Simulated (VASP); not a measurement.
**CaIr2: convergence with the number of MPI ranks and SCF solver**

How sensitive are energy and pressure of CaIr2 to the number of MPI ranks and SCF solver? The series runs use PBEsol. The number of MPI ranks tried: 1 ranks; 2 ranks; 4 ranks; 8 ranks. The SCF solver tried: ALGO = Normal; ALGO = Fast; ALGO = VeryFast; ALGO = All; ALGO = Damped; AMIX = 0.1, BMIX = 0.01; AMIX = 0.8; IMIX = 1, AMIX = 0.2. The start is a computed cell from the Materials Project.

Main program and level: VASP 6.6.1; PBEsol; plane waves and PAW (Ca_sv, Ir).

## 1. The structure

The structure is cubic, space group Fd-3m (No. 227). The conventional cell has a = 7.542 Å, b = 7.542 Å, c = 7.542 Å, α = 90.00°, β = 90.00°, γ = 90.00°. Nearest to Ca lie 12 Ir at 3.13 Å and 4 Ca at 3.27 Å. Ir has 6 Ir at 2.67 Å and 6 Ca at 3.13 Å nearest. Farther neighbours are not listed.

Structure file:

```cif
data_structure
_symmetry_space_group_name_H-M 'P 1'
_symmetry_Int_Tables_number 1
_cell_length_a 5.3332
_cell_length_b 5.3332
_cell_length_c 5.3332
_cell_angle_alpha 60.000
_cell_angle_beta 60.000
_cell_angle_gamma 60.000
_cell_volume 107.26
loop_
_atom_site_label
_atom_site_type_symbol
_atom_site_fract_x
_atom_site_fract_y
_atom_site_fract_z
_atom_site_occupancy
Ca1 Ca 0.25000 0.25000 0.25000 1
Ca2 Ca 0.00000 0.00000 0.00000 1
Ir3 Ir 0.62500 0.62500 0.62500 1
Ir4 Ir 0.12500 0.62500 0.62500 1
Ir5 Ir 0.62500 0.12500 0.62500 1
Ir6 Ir 0.62500 0.62500 0.12500 1
```

## 2. Number of MPI ranks: 1 ranks

The same run on more MPI ranks shows how well it scales. PBEsol restores the gradient expansion of exchange and is tuned for the cells of solids.

INCAR

```
SYSTEM = CaIr2
PREC = Accurate
ENCUT = 400
EDIFF = 1E-06
NELM = 100
ISMEAR = -1
SIGMA = 0.05
LREAL = .FALSE.
ALGO = Normal
GGA = PS
NBANDS = 34
LASPH = .TRUE.
LORBIT = 11
LWAVE = .FALSE.
LCHARG = .FALSE.
ISIF = 2
```

POSCAR

```
CaIr2
1.0
    0.0000000000      3.7711580356      3.7711580356
    3.7711580356      0.0000000000      3.7711580356
    3.7711580356      3.7711580356      0.0000000000
Ca Ir
2 4
Direct
    0.2500000000      0.2500000000      0.2500000000
    0.0000000000      0.0000000000      0.0000000000
    0.6250000000      0.6250000000      0.6250000000
    0.1250000000      0.6250000000      0.6250000000
    0.6250000000      0.1250000000      0.6250000000
    0.6250000000      0.6250000000      0.1250000000
```

KPOINTS

```
Automatic mesh
0
Gamma
5 5 5
0 0 0
```

Potentials, in the order of the species: Ca_sv and Ir (PBE family, release 64).

Started as:

```bash
$ mpirun -np 1 vasp_std
```

The program printed:

```text
[banner, memory and clock lines left out]
running    1 mpi-ranks, on    1 nodes
 distrk:  each k-point on    1 cores,    1 groups
 distr:  one band on    1 cores,    1 groups

 POSCAR found type information on POSCAR CaIr
 POSCAR found :  2 types and       6 ions
|                                                                             |
|               ----> ADVICE to this user running VASP <----                  |
|                                                                             |
|     You enforced a specific xc type in the INCAR file but a different       |
|     [... a line on the potential file left out ...]
|     I HOPE YOU KNOW WHAT YOU ARE DOING!                                     |
|                                                                             |

 LDA part: xc-table for (Slater+PW92), standard interpolation
 POSCAR, INCAR and KPOINTS ok, starting setup
 FFT: planning ... GRIDC
 FFT: planning ... GRID_SOFT
 FFT: planning ... GRID
 WAVECAR not read
 entering main loop
       N       E                     dE             d eps       ncg     rms          rms(c)
DAV:   1     0.509959993677E+03    0.50996E+03   -0.22838E+04   680   0.136E+03
DAV:   2    -0.786761001237E+01   -0.51783E+03   -0.50629E+03   680   0.463E+02
DAV:   3    -0.481388959024E+02   -0.40271E+02   -0.38844E+02  1148   0.105E+02
DAV:   4    -0.505515235657E+02   -0.24126E+01   -0.23925E+01  1024   0.243E+01
DAV:   5    -0.506176382523E+02   -0.66115E-01   -0.65978E-01  1088   0.350E+00    0.244E+01
DAV:   6    -0.467611754332E+02    0.38565E+01   -0.41925E+01   966   0.368E+01    0.775E+00
DAV:   7    -0.461922595160E+02    0.56892E+00   -0.34761E+00   908   0.120E+01    0.452E+00
DAV:   8    -0.460708822326E+02    0.12138E+00   -0.67145E-01   964   0.454E+00    0.118E+00
DAV:   9    -0.460490956760E+02    0.21787E-01   -0.18669E-01  1080   0.276E+00    0.248E-01
DAV:  10    -0.460488172505E+02    0.27843E-03   -0.39468E-03   884   0.429E-01    0.143E-01
DAV:  11    -0.460486717252E+02    0.14553E-03   -0.87261E-04  1000   0.199E-01    0.244E-02
DAV:  12    -0.460486809547E+02   -0.92296E-05   -0.74218E-05   994   0.511E-02    0.905E-03
DAV:  13    -0.460486795493E+02    0.14054E-05   -0.92193E-06  1010   0.153E-02    0.251E-03
DAV:  14    -0.460486791057E+02    0.44357E-06   -0.56341E-07   448   0.535E-03
   1 F= -.46048679E+02 E0= -.46022168E+02  d E =-.530223E-01
```

Elapsed: 38 s, on 1 MPI rank of AMD EPYC 7R43, shared host; peak memory 0.17 GiB.

The logs omit lines about the potential files and the build; timing stands in the text.

From OUTCAR (step 2):

```text
ion  position               nearest neighbor table
   1  0.250  0.250  0.250-   3 3.13   4 3.13   5 3.13   3 3.13   4 3.13   6 3.13   3 3.13   5 3.13
                             6 3.13   4 3.13   5 3.13   6 3.13
   2  0.000  0.000  0.000-   3 3.13   5 3.13   6 3.13   3 3.13   4 3.13   6 3.13   3 3.13   4 3.13
                             5 3.13   4 3.13   5 3.13   6 3.13
   3  0.625  0.625  0.625-   4 2.67   5 2.67   6 2.67   6 2.67   5 2.67   4 2.67   2 3.13   1 3.13
                             2 3.13   1 3.13   2 3.13   1 3.13
   4  0.125  0.625  0.625-   3 2.67   6 2.67   5 2.67   3 2.67   5 2.67   6 2.67   1 3.13   2 3.13
                             1 3.13   2 3.13   1 3.13   2 3.13
   5  0.625  0.125  0.625-   3 2.67   6 2.67   3 2.67   4 2.67   6 2.67   4 2.67   2 3.13   1 3.13
                             2 3.13   1 3.13   1 3.13   2 3.13
   6  0.625  0.625  0.125-   3 2.67   3 2.67   4 2.67   5 2.67   5 2.67   4 2.67   2 3.13   1 3.13
                             2 3.13   1 3.13   1 3.13   2 3.13

  LATTYP: Found a face centered cubic cell.
 ALAT       =     7.5423160712

 Subroutine GETGRP returns: Found 48 space group operations
 (whereof 24 operations were pure point group operations)

The static configuration has the point symmetry T_d .
 The point group associated with its full space group is O_h .

 Found     10 irreducible k-points:

   k-points           NKPTS =     10   k-points in BZ     NKDIM =     10   number of bands    NBANDS=     34

   dimension x,y,z NGX =    36 NGY =   36 NGZ =   36
   dimension x,y,z NGXF=    72 NGYF=   72 NGZF=   72

   ENCUT  =  400.0 eV  29.40 Ry    5.42 a.u.   8.70  8.70  8.70*2*pi/ulx,y,z

   NELECT =      56.0000    total number of electrons

 k-points in reciprocal lattice and weights: Automatic mesh
   0.00000000  0.00000000  0.00000000       0.008
   0.20000000  0.00000000  0.00000000       0.064
   0.40000000  0.00000000  0.00000000       0.064
   0.20000000  0.20000000  0.00000000       0.048
   0.40000000  0.20000000  0.00000000       0.192
  -0.40000000  0.20000000  0.00000000       0.192
  -0.20000000  0.20000000  0.00000000       0.096
   0.40000000  0.40000000  0.00000000       0.048
  -0.40000000  0.40000000  0.00000000       0.096
  -0.40000000  0.40000000  0.20000000       0.192

 average (electrostatic) potential at core
       1 -41.8857       2 -41.8857       3 -51.4375       4 -51.4375       5 -51.4375
       6 -51.4375

 E-fermi :   6.3000

 k-point     1 :       0.0000    0.0000    0.0000
  band No.  band energies     occupation
    ...
     22       6.0422      1.98853
     23       6.0422      1.98853
     24       6.0422      1.98853
     25       6.1362      1.92712
     26       6.1362      1.92712
     27       7.3211      0.00000
     28       7.3211      0.00000
     29       7.3211      0.00000
     30       7.4465      0.00000
     31       7.4465      0.00000
    ...

 k-point     2 :       0.2000    0.0000    0.0000
  band No.  band energies     occupation
    ...
     23       5.4941      2.00000
     24       5.9781      1.99680
     25       6.0056      1.99447
     26       6.0574      1.98450
     27       6.0574      1.98450
     28       6.7882      0.00011
     29       6.7882      0.00011
     30       7.6551      0.00000
     31       7.9932      0.00000
     32       7.9932      0.00000
    ...

 k-point     3 :       0.4000    0.0000    0.0000
  band No.  band energies     occupation
    ...
     25       5.9175      1.99905
     26       5.9175      1.99905
     27       5.9476      1.99826
     28       6.3203      0.79956
     29       6.3203      0.79956
     30       8.0416      0.00000
     31       8.6554      0.00000
     32       8.6554      0.00000
     33       8.7528      0.00000
     34       9.5633      0.00000

  Total       -2.3693719     -2.3693719     -2.3693719     -0.0000000      0.0000000      0.0000000
  in kB      -35.3907377    -35.3907377    -35.3907377     -0.0000000      0.0000000      0.0000000
  external PRESSURE =     -35.3907377 kB  Pullay stress =       0.0000000 kB

  energy-cutoff  :      400.00
  volume of cell :      107.26
      direct lattice vectors                 reciprocal lattice vectors
     0.000000000  3.771158036  3.771158036    -0.132585268  0.132585268  0.132585268
     3.771158036  0.000000000  3.771158036     0.132585268 -0.132585268  0.132585268
     3.771158036  3.771158036  0.000000000     0.132585268  0.132585268 -0.132585268

 POSITION                                       TOTAL-FORCE (eV/Angst)
 -----------------------------------------------------------------------------------
      1.88558      1.88558      1.88558        -0.000000     -0.000000      0.000000
      0.00000      0.00000      0.00000         0.000000      0.000000     -0.000000
      4.71395      4.71395      4.71395        -0.000000     -0.000000     -0.000000
      4.71395      2.82837      2.82837        -0.000000     -0.000000     -0.000000
      2.82837      4.71395      2.82837        -0.000000     -0.000000     -0.000000
      2.82837      2.82837      4.71395        -0.000000     -0.000000     -0.000000
 -----------------------------------------------------------------------------------
    total drift:                                0.000000      0.000000      0.000000

  FREE ENERGIE OF THE ION-ELECTRON SYSTEM (eV)
  ---------------------------------------------------
  free  energy   TOTEN  =       -46.0486791057 eV

  energy  without entropy=      -45.9956567751  energy(sigma->0) =      -46.02216794

 total charge
# of ion       s       p       d       tot
------------------------------------------
    1        2.056   5.862   0.313   8.230
    2        2.056   5.862   0.313   8.230
    3        0.737   0.546   7.008   8.291
    4        0.737   0.546   7.008   8.291
    5        0.737   0.546   7.008   8.291
    6        0.737   0.546   7.008   8.291
--------------------------------------------------
tot          7.059  13.908  28.656  49.623

[... 3 further parts left out ...]
```

The k-mesh is coarse for a metal. The PAW data sets were made with PBE, which is usual practice but a small mismatch for other functionals.

Numbers from this step:

```
SCF cycles              : 14
electrons               : 56
bands                   : 34
irreducible k-points    : 10
symmetry operations     : 48
free energy (TOTEN)     : -46.05 eV
energy at zero smearing : -46.02 eV
Fermi energy            : 6.3 eV
pressure                : -3.539 GPa
metallic                : yes
```

The series starts at -7.6704 eV an atom and -3.54 GPa, after 14 cycles in 38 s.

## 3. Number of MPI ranks: 2 ranks

Changes to INCAR since step 2:

```diff
@@ -15,2 +15,3 @@
 LCHARG = .FALSE.
+KPAR = 2
 ISIF = 2
```

POSCAR is that of step 2.

KPOINTS is that of step 2.

Started as:

```bash
$ mpirun -np 2 vasp_std
```

The program printed:

```text
[banner, memory and clock lines left out]
running    2 mpi-ranks, on    1 nodes
[...]
[... a notice as in an earlier step ...]

 LDA part: xc-table for (Slater+PW92), standard interpolation
 POSCAR, INCAR and KPOINTS ok, starting setup
[...]
entering main loop
       N       E                     dE             d eps       ncg     rms          rms(c)
[... 5 cycles as in an earlier step ...]
DAV:   6    -0.467611754330E+02    0.38565E+01   -0.41925E+01   966   0.368E+01    0.775E+00
DAV:   7    -0.461922595162E+02    0.56892E+00   -0.34761E+00   908   0.120E+01    0.452E+00
DAV:   8    -0.460708822322E+02    0.12138E+00   -0.67145E-01   964   0.454E+00    0.118E+00
[... 1 cycle as in an earlier step ...]
DAV:  10    -0.460488172502E+02    0.27843E-03   -0.39468E-03   884   0.429E-01    0.143E-01
DAV:  11    -0.460486717243E+02    0.14553E-03   -0.87261E-04  1000   0.199E-01    0.244E-02
DAV:  12    -0.460486809544E+02   -0.92301E-05   -0.74218E-05   994   0.511E-02    0.905E-03
DAV:  13    -0.460486795494E+02    0.14050E-05   -0.92193E-06  1010   0.153E-02    0.251E-03
DAV:  14    -0.460486791065E+02    0.44292E-06   -0.56341E-07   448   0.535E-03
   1 F= -.46048679E+02 E0= -.46022168E+02  d E =-.530223E-01
```

It took 21 s on 2 MPI ranks; peak memory 0.35 GiB.

OUTCAR, selected parts (step 3):

```text
  Total       -2.3693719     -2.3693719     -2.3693719      0.0000000      0.0000000      0.0000000
  in kB      -35.3907379    -35.3907379    -35.3907379      0.0000000      0.0000000      0.0000000
  external PRESSURE =     -35.3907379 kB  Pullay stress =       0.0000000 kB

 POSITION                                       TOTAL-FORCE (eV/Angst)
 -----------------------------------------------------------------------------------
      1.88558      1.88558      1.88558        -0.000000      0.000000      0.000000
      0.00000      0.00000      0.00000         0.000000     -0.000000     -0.000000
      4.71395      4.71395      4.71395        -0.000000      0.000000      0.000000
      4.71395      2.82837      2.82837        -0.000000      0.000000     -0.000000
      2.82837      4.71395      2.82837        -0.000000      0.000000      0.000000
      2.82837      2.82837      4.71395        -0.000000      0.000000     -0.000000
 -----------------------------------------------------------------------------------
    total drift:                                0.000000      0.000000      0.000000

  FREE ENERGIE OF THE ION-ELECTRON SYSTEM (eV)
  ---------------------------------------------------
  free  energy   TOTEN  =       -46.0486791065 eV

  energy  without entropy=      -45.9956567759  energy(sigma->0) =      -46.02216794

[... 2 parts as in an earlier step ...]

[... 1 further part left out ...]
[key lines of the parts left out:]
E-fermi :   6.3000
```

Against the first of the series the energy stays within 0.01 meV an atom and the pressure within 0.01 GPa, after 14 cycles in 21 s.

## 4. Number of MPI ranks: 4 ranks

Changes to INCAR since step 3:

```diff
@@ -15,3 +15,3 @@
 LCHARG = .FALSE.
-KPAR = 2
+KPAR = 4
 ISIF = 2
```

POSCAR is that of step 3.

KPOINTS is that of step 3.

Started as:

```bash
$ mpirun -np 4 vasp_std
```

The program printed:

```text
[banner, memory and clock lines left out]
running    4 mpi-ranks, on    1 nodes
[...]
[... a notice as in an earlier step ...]

 LDA part: xc-table for (Slater+PW92), standard interpolation
 POSCAR, INCAR and KPOINTS ok, starting setup
[...]
entering main loop
       N       E                     dE             d eps       ncg     rms          rms(c)
[... 5 cycles as in an earlier step ...]
DAV:   6    -0.467611754333E+02    0.38565E+01   -0.41925E+01   966   0.368E+01    0.775E+00
[... 2 cycles as in an earlier step ...]
DAV:   9    -0.460490956753E+02    0.21787E-01   -0.18669E-01  1080   0.276E+00    0.248E-01
DAV:  10    -0.460488172504E+02    0.27842E-03   -0.39468E-03   884   0.429E-01    0.143E-01
DAV:  11    -0.460486717248E+02    0.14553E-03   -0.87261E-04  1000   0.199E-01    0.244E-02
DAV:  12    -0.460486809540E+02   -0.92292E-05   -0.74218E-05   994   0.511E-02    0.905E-03
DAV:  13    -0.460486795499E+02    0.14042E-05   -0.92193E-06  1010   0.153E-02    0.251E-03
DAV:  14    -0.460486791058E+02    0.44406E-06   -0.56341E-07   448   0.535E-03
   1 F= -.46048679E+02 E0= -.46022168E+02  d E =-.530223E-01
```

Elapsed: 15 s, on 4 MPI ranks; peak memory 0.74 GiB.

From OUTCAR (step 4):

```text
  Total       -2.3693718     -2.3693718     -2.3693718      0.0000000      0.0000000      0.0000000
  in kB      -35.3907375    -35.3907375    -35.3907375      0.0000000      0.0000000      0.0000000
  external PRESSURE =     -35.3907375 kB  Pullay stress =       0.0000000 kB

 POSITION                                       TOTAL-FORCE (eV/Angst)
 -----------------------------------------------------------------------------------
      1.88558      1.88558      1.88558         0.000000      0.000000      0.000000
      0.00000      0.00000      0.00000        -0.000000      0.000000     -0.000000
      4.71395      4.71395      4.71395         0.000000     -0.000000     -0.000000
      4.71395      2.82837      2.82837         0.000000     -0.000000     -0.000000
      2.82837      4.71395      2.82837         0.000000     -0.000000     -0.000000
      2.82837      2.82837      4.71395         0.000000     -0.000000     -0.000000
 -----------------------------------------------------------------------------------
    total drift:                                0.000000      0.000000      0.000000

  FREE ENERGIE OF THE ION-ELECTRON SYSTEM (eV)
  ---------------------------------------------------
  free  energy   TOTEN  =       -46.0486791058 eV

  energy  without entropy=      -45.9956567752  energy(sigma->0) =      -46.02216794

[... 2 parts as in an earlier step ...]

[... 1 further part left out ...]
[key lines of the parts left out:]
E-fermi :   6.3000
```

Against the first of the series the energy stays within 0.01 meV an atom and the pressure within 0.01 GPa, after 14 cycles in 15 s.

(Continued in part 2 of 3.)

[Lines on the potential files, build, host, timing and source positions are cut from VASP's logs without a mark.]

[Logs are printed without paths, hosts, clocks, repeated set-up lines and the standing remarks that a program may print on its own settings, such as how far it seeks lower states.]

[Hosts, paths, dates, database ids (printed as entryN), source tags and the programs' standing remarks are cut or masked in the printed files.]

[A measured line is paired with the nearest computed mode of its activity, which favours agreement.]

[In band tables of VASP the shares of atoms and orbitals are scaled to a sum of 1 inside the atoms' spheres.]
